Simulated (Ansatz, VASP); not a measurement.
## Cross-check of PbF2 (1T-PbF2 monolayer) between VASP and Ansatz

One calculation is typed for both programs; each brings its own data sets. How far apart do they land? Of the first pair: The structure shown is the start of the Ansatz relaxation below; VASP solves that cell, so the two are compared at the walk's first step.

Calculated with Ansatz 0.2.0; plane waves, with VASP 6.6.1 beside it; single point at PBE with D3(BJ).

## 1. Set-up

The cell holds 3 atoms: 2 F and 1 Pb. Cell: a = 2.749 Å, b = 2.749 Å, c = 28.515 Å, α = 90.0°, β = 90.0°, γ = 120.0°. Vacuum lies along c. The height across the vacuum is the one that the program set for its solve, not the one typed.

## 2. Ansatz: relaxation, PBE with D3(BJ)

Ansatz runs on its default PAW (the set named soft_2) files.

The two programs are compared at the cell with which this relaxation starts, whose forces are those of its first step.

Input file input.yaml:

```yaml
crystal:
  lattice:
    - [2.749142, 0.0, 0.0]
    - [-1.374571, 2.3808268106, 0.0]
    - [0.0, 0.0, 20.3573446259]
  atoms:
    - { symbol: F, position: [0.6666666667, 0.3333333333, 0.4421008813] }
    - { symbol: Pb, position: [0.0, 0.0, 0.5] }
    - { symbol: F, position: [0.3333333333, 0.6666666667, 0.5578991187] }
  periodic: [true, true, false]
kpoints:
  mp_grid: { grid: [12, 12, 1] }
hamiltonian:
  xc: pbe
  dispersion: d3bj
scf:
  occupations: { method: fermi_dirac, width: 0.05 }
  convergence: { dr2_threshold: 1.0e-09 }
relax:
  f_tol: 0.004
  max_steps: 90
  cell: {}
output:
  write_potential: true
  write_density: true
  volumetric_format: npy
```

The run is started by

```bash
> ansatz run input.yaml --threads 2 --pin off --max-ram 3072MiB --backend cpu --events-out ev --progress --plain --runs-dir out
```

Numbers of over 12 decimals in the logs are rounded to 6 here.

The program printed:

```text
Warning: crystal.periodic: the lattice vector that does not repeat stood 0.000° off the slab's normal, 20.357 Å along it as the deck builds it. The run solves the slab on a vector along the normal, 28.515 Å long, with every atom where it was (on the deck's vector they left 18.00 Å outside them, and the widest stretch free of ions among them is 1.18 Å). A fractional position that the run reports is one of the run's ce [...]
Warning: relax.cell: scf.convergence.dr2_threshold = 1e-9 eV is looser than the 1.96458551447e-10 eV advised for a relaxation that steers and ends on the stress (1e-10 eV for each atom of the cell: 3, times the square of relax.cell.stress_2d_tol = 0.05 N/m over 12.4 Å (the atoms' height at the walk's start and 5 Å past either face), 4.046e-2 GPa, over a crystal's default 0.05). What an SCF threshold leaves in a stress goes as its square root, and in the free energy as the threshold itself, and one threshold admits the most on a small cell: [figures from the program's tests cut] Set scf.convergence.dr2_threshold to 1.96458551447e-10 eV or tighter. [rest of the remark cut]
crystal.periodic: the lattice vector that does not repeat stood 0.000° off the slab's normal, 20.357 Å along it as the deck builds it. The run solves the slab on a vector along the normal, 28.515 Å long, with every atom where it was (on the deck's vector they left 18.00 Å outside them, and the widest stretch free of ions among them is 1.18 Å). A fractional position that the run reports is one of the run's cell, which [...]
Engine: ansatz 0.2.0, aarch64-unknown-linux-gnu
Pseudopotentials: kind: paw
Pseudopotential: F, paw, valence charge 7, recommended cutoff 420 eV (normal), F.paw.azcp
Pseudopotential: Pb, paw, valence charge 14, recommended cutoff 420 eV (normal), Pb.paw.azcp
Functional definition: PBE
  parameter kappa = 0.804
  parameter beta = 0.066725
  exchange = pbe_x(kappa = kappa, mu = beta*pi^2/3)
  correlation = pbe_c(beta = beta)
Crystal: 3 atoms, lattice volume = 186.635 Å³
Basis set: ecut = 420 eV, 3665 PW (Γ), exchange–correlation on 40×40×384 points (8 copies of the dense FFT grid, shifted against one another)
Bands: 18, of which v1, the nominal top of the filled ones, is band 14 counted from 1 (13 counted from 0)
Symmetry: 12 space group operations
Space group: P-3m1 (ITA 164), of the structure as read, at distance tolerance 5.7e-5 Å
k-points: 19 of 144
[...]
iter 1 solved again at ethr=9.00e-7 eV; its pass at ethr=3.10e-3 eV (dr2=2.52e-4 eV) is discarded
SCF iter   1: F=—  HF=-13524.515265 eV  |F-HF|=—  |Δ(HF+E_count)|=         —  Δρ=1.86e-4  dr2=2.05e-4  ethr=9.00e-7  ⟨swp⟩=3.5  Hψ=2398  notcnv=0
preconditioner: auto → none  [insulator: Δε(μ)=3.456 eV  Ē_g=16.089 eV  σ=0.050 eV  W_gap=1.00  n_scr=14 (ndim 8)  ℏωp=10.0 eV  f_vac=0.832  D(μ)=0.00/eV (n_scr^D=0)  ε∞_Penn≈1.4]
SCF iter   2: F=—  HF=-13524.515199 eV  |F-HF|=—  |Δ(HF+E_count)|=   6.62e-5  Δρ=1.01e-4  dr2=2.49e-5  ethr=7.34e-7  ⟨swp⟩=2.0  Hψ=483  notcnv=0
SCF iter   3: F=—  HF=-13524.515157 eV  |F-HF|=—  |Δ(HF+E_count)|=   4.13e-5  Δρ=6.75e-5  dr2=1.28e-5  ethr=8.90e-8  ⟨swp⟩=2.9  Hψ=698  notcnv=0
SCF iter   4: F=—  HF=-13524.515157 eV  |F-HF|=—  |Δ(HF+E_count)|=   6.29e-7  Δρ=1.54e-5  dr2=3.71e-7  ethr=4.56e-8  ⟨swp⟩=2.6  Hψ=549  notcnv=0
SCF iter   5: F=—  HF=-13524.515230 eV  |F-HF|=—  |Δ(HF+E_count)|=   7.32e-5  Δρ=2.28e-6  dr2=1.28e-8  ethr=1.32e-9  ⟨swp⟩=2.7  Hψ=644  notcnv=0
SCF iter   6: F=—  HF=-13524.515230 eV  |F-HF|=—  |Δ(HF+E_count)|=  5.13e-10  Δρ=9.67e-7  dr2=1.38e-9  ethr=4.58e-11  ⟨swp⟩=3.1  Hψ=685  notcnv=0
SCF iter   7: F=-13524.515230 eV  HF=-13524.515230 eV  |F-HF|=5.46e-11  |Δ(HF+E_count)|=  5.48e-10  Δρ=2.00e-7  dr2=1.01e-10  ethr=3.57e-12  ⟨swp⟩=10.1  Hψ=2384  notcnv=0
SCF 23 converged in 7 iterations: F = -13524.515230 eV  dr2 = 1.01e-10
relax step  23: F+E_penalty+E_count = -13524.51523003 eV  Δ(F+E_penalty+E_count) = +5.754e-4 eV  max|allowed force component| = 1.479e-4 eV/Å  Δτ_max = 0.0061 Å  P = +0.000 N/m  Ω = 388.490 Å³  energy of the carried Pulay correction = -2.841e-3 eV  fix = [c, alpha, beta]  reactions: c +0.000 N/m  (7 SCF iters, accepted)
iter 1 solved again at ethr=2.94e-8 eV; its pass at ethr=3.10e-3 eV (dr2=8.23e-6 eV) is discarded
SCF iter   1: F=—  HF=-13524.517937 eV  |F-HF|=—  |Δ(HF+E_count)|=         —  Δρ=6.89e-5  dr2=2.65e-6  ethr=2.94e-8  ⟨swp⟩=6.1  Hψ=4044  notcnv=0
preconditioner: auto → none  [insulator: Δε(μ)=3.454 eV  Ē_g=16.074 eV  σ=0.050 eV  W_gap=1.00  n_scr=14 (ndim 8)  ℏωp=10.0 eV  f_vac=0.832  D(μ)=0.00/eV (n_scr^D=0)  ε∞_Penn≈1.4]
SCF iter   2: F=—  HF=-13524.518126 eV  |F-HF|=—  |Δ(HF+E_count)|=   1.88e-4  Δρ=3.10e-5  dr2=1.33e-6  ethr=9.45e-9  ⟨swp⟩=2.3  Hψ=627  notcnv=0
SCF iter   3: F=—  HF=-13524.518182 eV  |F-HF|=—  |Δ(HF+E_count)|=   5.67e-5  Δρ=1.95e-5  dr2=3.70e-7  ethr=4.74e-9  ⟨swp⟩=3.2  Hψ=612  notcnv=0
SCF iter   4: F=—  HF=-13524.518216 eV  |F-HF|=—  |Δ(HF+E_count)|=   3.35e-5  Δρ=1.55e-6  dr2=2.37e-9  ethr=1.32e-9  ⟨swp⟩=2.7  Hψ=644  notcnv=0
iter 5 met the thresholds in force, and the SCF goes on: an eigenvalue changes by 7.03 meV, over its tolerance of 1.02 meV (output.eigenvalues, Limitations)
SCF iter   5: F=-13524.518217 eV  HF=-13524.518217 eV  |F-HF|=3.59e-8  |Δ(HF+E_count)|=   1.18e-6  Δρ=3.01e-7  dr2=1.19e-10  ethr=3.57e-12  ⟨swp⟩=18.2  Hψ=3231  notcnv=0
SCF iter   6: F=-13524.518217 eV  HF=-13524.518217 eV  |F-HF|=1.71e-9  |Δ(HF+E_count)|=   3.41e-8  Δρ=4.13e-8  dr2=7.19e-12  ethr=1.00e-12  ⟨swp⟩=6.8  Hψ=2181  notcnv=0
SCF 24 converged in 6 iterations: F = -13524.518217 eV  dr2 = 7.19e-12
relax step  24: F+E_penalty+E_count = -13524.51821712 eV  Δ(F+E_penalty+E_count) = -2.987e-3 eV  max|allowed force component| = 4.080e-4 eV/Å  Δτ_max = 0.0000 Å  P = +0.022 N/m  Ω = 388.490 Å³  fix = [c, alpha, beta]  reactions: c +0.000 N/m  stress off target by 2.17e-2 N/m on what of the cell is left free  SCF on the basis re-selected at this cell (its energy is not comparable with the rows above)  (6 SCF iters)
basis re-selected at this cell: Δ(F+E_penalty+E_count) = -2.987e-3 eV, ΔP = +0.022 N/m vs the last step (what re-selecting the basis moved, of the pressure what is left beyond the Pulay correction that the steps carried, after the strain that the cell walked since its last selection, with what the two solves' SCF thresholds leave and, on support functions, any second-order correction that the steps lacked; it is no m [...]
WARN: The output density's exchange-correlation potential varies sharply where the density is thin. Do not read a vacuum level from v_tot or v_xc, or from such a field of the output density. On a cell that repeats whose density bears no net charge and no dipole along the vacuum's axis use v_es (v_loc + v_h of the components); under efield.dipole_correction with no amplitude use v_es + v_field, which holds any externa [...]
SCF converged after 6 iterations
an eigenvalue changed by more than its tolerance at an iteration that met the thresholds in force, so the SCF went on 1 time: the last check found none over its tolerance
Free energy (F): -13524.518217 eV
Harris-Foulkes:  -13524.518217 eV  (|F-HF|=1.71e-9)
Internal energy: -13524.518217 eV  (E = F + TS)
E sigma→0 (E₀):  -13524.518217 eV
Fermi energy:    -5.225994 eV
--- Per-component energies (eV) ---
  E_band       = -463.714076
  E_kinetic    = 697.230205
  E_local      = -34329.395106  (includes V_loc(G=0)·N_el)
  E_nonlocal   = 496.987145
  E_hartree    = 16733.887862
  E_xc         = -381.027930
  E_vxc        = -337.298640  (∫ρ·V_xc dr)
  E_paw        = -10801.981182  (= ΣΔE_a)
  E_vpaw       = -459.017721  (= ΣTr[D̂ρ^β])
  E_aug_tail   = 0.004108  (compensation charges beyond the density's cutoff)
  E_ewald      = 14059.998473
  E_disp       = -0.221793  (pairwise vdW)
  E_smearing   = -0.000000  (= −TS)
  E_closure    = 0.000000  (closes the sum)
  Σ components = -13524.518217   (vs F -13524.518217, Δ=0.00e0)
--- Forces (eV/Å), atoms counted from 1 ---
  atom   1  F      0.00000000     0.00000000    -0.00040798
  atom   2  Pb     0.00000000    -0.00000000     0.00000000
  atom   3  F      0.00000000    -0.00000000     0.00040798
  max |Σ_I F_I| component: 1.39e-17 eV/Å
--- 2D stress c σ (N/m, compression-positive) ---
        0.021732       0.000000       0.000000
        0.000000       0.021732      -0.000000
        0.000000      -0.000000       0.000000
  P = ½ c Tr σ = 0.0217 N/m
--- Band table (eV; the first three rows and the last of 19) ---
  k-point 0: bands = [... 10 lower, -9.1861, -9.1861, -8.8555, -8.3867, -3.5412, -0.4113 (-0.4130°), -0.0146, 0.4462]
  k-point 1: bands = [... 10 lower, -9.1692, -9.1222, -8.8243, -8.2975, -3.4384, -0.4297 (-0.4304°), 0.0724, 0.2823]
  k-point 2: bands = [... 10 lower, -9.1378, -9.0395, -8.7807, -8.0586, -3.1601, -0.7287 (-0.7287°), 0.2201, 0.3314]
  k-point 18: bands = [... 10 lower, -9.5426, -8.7330, -8.7330, -6.9947, -1.4934, -0.8696, -0.8696, 2.9840]
  ° read free of the cell's end (the report's vacuum.weakly_bound_levels)
--- Relaxed structure (20 steps of the walk, 20 accepted, 4 SCFs on fresh bases) ---
  F+E_penalty+E_count = -13524.51821712 eV   max|allowed force component| = 4.080e-4 eV/Å   (the final SCF, on the basis selected at the relaxed cell)
  cell:  # Å, volume = 388.4897 Å³
    - [3.966342, 0, 0]
    - [-1.983171, 3.434953, 0]
    - [0, 0, 28.514689]
  atoms:
    - { symbol: F, position: [0.666667, 0.333333, 0.321648] }
    - { symbol: Pb, position: [0, 0, 0.356962] }
    - { symbol: F, position: [0.333333, 0.666667, 0.392276] }
```

## 3. VASP: single point, PBE with D3(BJ), start cell, pair 1

The same cell, functional, mesh and smearing now go to VASP, with its own data sets.

Lines of VASP's logs that name or quote its potential files are left out, and so is its time.

Input file INCAR:

```
SYSTEM = PbF2
PREC = Accurate
ENCUT = 520
EDIFF = 1E-06
NELM = 120
ISMEAR = -1
SIGMA = 0.05
LREAL = .FALSE.
ALGO = Normal
GGA = PE
IVDW = 12
NBANDS = 20
LORBIT = 11
LWAVE = .FALSE.
LCHARG = .FALSE.
ISIF = 2
LDIPOL = .TRUE.
IDIPOL = 3
DIPOL = 0.5 0.5 0.357
LVHAR = .TRUE.
LASPH = .TRUE.
GGA_COMPAT = .FALSE.
EFERMI = MIDGAP
NELMDL = -8
```

Input file POSCAR:

```
PbF2
1.0
    2.7491420000      0.0000000000      0.0000000000
   -1.3745710000      2.3808270000      0.0000000000
    0.0000000000      0.0000000000     28.5146890000
F Pb
2 1
Direct
    0.6666666667      0.3333333333      0.3156267985
    0.3333333333      0.6666666667      0.3982980491
    0.0000000000      0.0000000000      0.3569624063
```

Input file KPOINTS:

```
Automatic mesh
0
Gamma
12 12 1
0 0 0
```

PAW data sets: F and Pb_d (PBE family, release 64).

The run is started by

```bash
> mpirun -np 1 vasp_std
```

The program printed:

```text
[banner, memory and clock lines left out]
running    1 mpi-ranks, on    1 nodes
 distrk:  each k-point on    1 cores,    1 groups
 distr:  one band on    1 cores,    1 groups

 POSCAR found type information on POSCAR F Pb
 POSCAR found :  2 types and       3 ions
 LDA part: xc-table for (Slater+PW92), standard interpolation
 POSCAR, INCAR and KPOINTS ok, starting setup
 FFT: planning ... GRIDC
 FFT: planning ... GRID_SOFT
 FFT: planning ... GRID
 WAVECAR not read
 entering main loop
       N       E                     dE             d eps       ncg     rms          rms(c)
DAV:   1     0.357441828442E+03    0.35744E+03   -0.12864E+04   800   0.117E+03
DAV:   2     0.338373266726E+02   -0.32360E+03   -0.30634E+03   988   0.349E+02
DAV:   3    -0.249618907378E+01   -0.36334E+02   -0.35730E+02   980   0.147E+02
DAV:   4    -0.367954412597E+01   -0.11834E+01   -0.11824E+01  1100   0.328E+01
DAV:   5    -0.370275807147E+01   -0.23214E-01   -0.23212E-01   996   0.343E+00
DAV:   6    -0.370345092331E+01   -0.69285E-03   -0.69284E-03  1068   0.645E-01
DAV:   7    -0.370349250219E+01   -0.41579E-04   -0.41579E-04  1032   0.121E-01
DAV:   8    -0.370349506133E+01   -0.25591E-05   -0.25591E-05   868   0.265E-02    0.910E+00
DAV:   9    -0.170394019975E+01    0.19996E+01   -0.81511E+00  1156   0.395E+01    0.198E+00
DAV:  10    -0.170011251109E+01    0.38277E-02   -0.64018E-01   876   0.680E+00    0.132E+00
DAV:  11    -0.168474960324E+01    0.15363E-01   -0.10499E-01  1200   0.680E+00    0.416E-01
DAV:  12    -0.167972012169E+01    0.50295E-02   -0.29714E-02  1252   0.276E+00    0.982E-02
DAV:  13    -0.167954369600E+01    0.17643E-03   -0.22793E-03   944   0.630E-01    0.507E-02
DAV:  14    -0.167932248805E+01    0.22121E-03   -0.26699E-04  1112   0.177E-01    0.232E-02
[...]
DAV:  18    -0.167940548206E+01   -0.83490E-04   -0.57752E-06   840   0.262E-02    0.229E-03
DAV:  19    -0.167948313121E+01   -0.77649E-04   -0.43074E-06   768   0.966E-03    0.193E-03
DAV:  20    -0.167953266095E+01   -0.49530E-04   -0.39652E-06   760   0.930E-03    0.102E-03
DAV:  21    -0.167954107378E+01   -0.84128E-05   -0.39357E-07   840   0.350E-03    0.783E-04
DAV:  22    -0.167955238569E+01   -0.11312E-04   -0.79065E-07   756   0.386E-03    0.713E-04
DAV:  23    -0.167955439279E+01   -0.20071E-05   -0.56640E-08   760   0.177E-03    0.294E-04
DAV:  24    -0.167955568120E+01   -0.12884E-05   -0.22203E-08   712   0.101E-03    0.106E-04
DAV:  25    -0.167955598932E+01   -0.30812E-06   -0.29359E-09   724   0.611E-04
   1 F= -.21518344E+01 E0= -.21504133E+01  d E =-.284225E-02
```

From OUTCAR (step 3):

```text
ion  position               nearest neighbor table
   1  0.667  0.333  0.316-   3 1.98   3 1.98   3 1.98
   2  0.333  0.667  0.398-   3 1.98   3 1.98   3 1.98
   3  0.000  0.000  0.357-   1 1.98   1 1.98   1 1.98   2 1.98   2 1.98   2 1.98

  LATTYP: Found a hexagonal cell.
 ALAT       =     2.7491420000
 C/A-ratio  =    10.3722139489

 Subroutine GETGRP returns: Found 12 space group operations
 (whereof  6 operations were pure point group operations)

The static configuration has the point symmetry C_3v.
 The point group associated with its full space group is D_3d.

 Found     19 irreducible k-points:

   k-points           NKPTS =     19   k-points in BZ     NKDIM =     19   number of bands    NBANDS=     20

   dimension x,y,z NGX =    20 NGY =   20 NGZ =  216
   dimension x,y,z NGXF=    40 NGYF=   40 NGZF=  432

   ENCUT  =  520.0 eV  38.22 Ry    6.18 a.u.   5.11  5.11 53.02*2*pi/ulx,y,z

   NELECT =      28.0000    total number of electrons

 k-points in reciprocal lattice and weights: Automatic mesh
   0.00000000  0.00000000  0.00000000       0.007
   0.08333333  0.00000000  0.00000000       0.042
   0.16666667  0.00000000  0.00000000       0.042
   0.25000000 -0.00000000  0.00000000       0.042
   0.33333333  0.00000000  0.00000000       0.042
   0.41666667  0.00000000  0.00000000       0.042
   0.50000000 -0.00000000  0.00000000       0.021
   0.08333333  0.08333333  0.00000000       0.042
   0.16666667  0.08333333  0.00000000       0.083
[...]
0.33333333  0.25000000  0.00000000       0.083
   0.33333333  0.33333333  0.00000000       0.014

 dipolmoment           0.000000      0.000000     -0.000006 electrons x Angstroem

 average (electrostatic) potential at core
       1 -83.9239       2 -83.9240       3 -99.5385

 E-fermi :  -0.0184

 k-point     1 :       0.0000    0.0000    0.0000
  band No.  band energies     occupation
    ...
     10      -9.2261      2.00000
     11      -9.2261      2.00000
     12      -7.4907      2.00000
     13      -7.4907      2.00000
     14      -4.7444      2.00000
     15       0.3670      0.00090
     16       2.1390      0.00000
     17       2.2702      0.00000
     18       2.5912      0.00000
     19       2.9446      0.00000
    ...

 k-point     2 :       0.0833    0.0000    0.0000
  band No.  band energies     occupation
    ...
     10      -9.3804      2.00000
     11      -9.2349      2.00000
     12      -7.8015      2.00000
     13      -7.5401      2.00000
     14      -4.4083      2.00000
     15       0.7905      0.00000
     16       2.3037      0.00000
     17       2.4782      0.00000
     18       2.7725      0.00000
     19       3.1329      0.00000
    ...

 k-point     3 :       0.1667    0.0000    0.0000
  band No.  band energies     occupation
    ...
     10      -9.5998      2.00000
     11      -9.3003      2.00000
     12      -8.4435      2.00000
     13      -7.6444      2.00000
     14      -3.6252      2.00000
     15       1.8131      0.00000
     16       2.7939      0.00000
     17       3.1237      0.00000
     18       3.3174      0.00000
     19       3.7029      0.00000
    ...

 Edisp (eV)   -0.47228

  Total      42.36853    42.36853    36.13604    -0.00000     0.00000     0.00000
  in kB     363.71424   363.71429   310.21120    -0.00000     0.00000     0.00000
  external pressure =      345.88 kB  Pullay stress =        0.00 kB

  energy-cutoff  :      520.00
  volume of cell :      186.64
      direct lattice vectors                 reciprocal lattice vectors
     2.749142000  0.000000000  0.000000000     0.363749854  0.210011059  0.000000000
    -1.374571000  2.380827000  0.000000000     0.000000000  0.420022118  0.000000000
     0.000000000  0.000000000 28.514689000     0.000000000  0.000000000  0.035069644

 POSITION                                       TOTAL-FORCE (eV/Angst)
 -----------------------------------------------------------------------------------
      1.37457      0.79361      9.00000         0.000000      0.000000    -15.383371
     -0.00000      1.58722     11.35734        -0.000000     -0.000000     15.383371
      0.00000      0.00000     10.17867        -0.000000     -0.000000     -0.000000
 -----------------------------------------------------------------------------------
    total drift:                               -0.000001     -0.000000     -0.002950

  FREE ENERGIE OF THE ION-ELECTRON SYSTEM (eV)
  ---------------------------------------------------
  free  energy   TOTEN  =        -2.1518344162 eV

  energy  without entropy=       -2.1489921641  energy(sigma->0) =       -2.15041329

 vacuum level on the upper side and lower side of the slab         2.514         2.514

 total charge
# of ion       s       p       d       tot
------------------------------------------
    1        1.792   4.501   0.000   6.293
    2        1.792   4.501   0.000   6.293
    3        1.539   1.040  10.214  12.793
--------------------------------------------------
tot          5.124  10.042  10.214  25.380

[... 3 further parts left out ...]
```

[end of part 1 of 2]

[Lines on the potential files, build, host, timing and source positions are cut from VASP's logs without a mark.]

[Logs are printed without paths, hosts, clocks, repeated set-up lines and the standing remarks that a program may print on its own settings, such as how far it seeks lower states.]

[Hosts, paths, dates, database ids (printed as entryN), source tags and the programs' standing remarks are cut or masked in the printed files.]
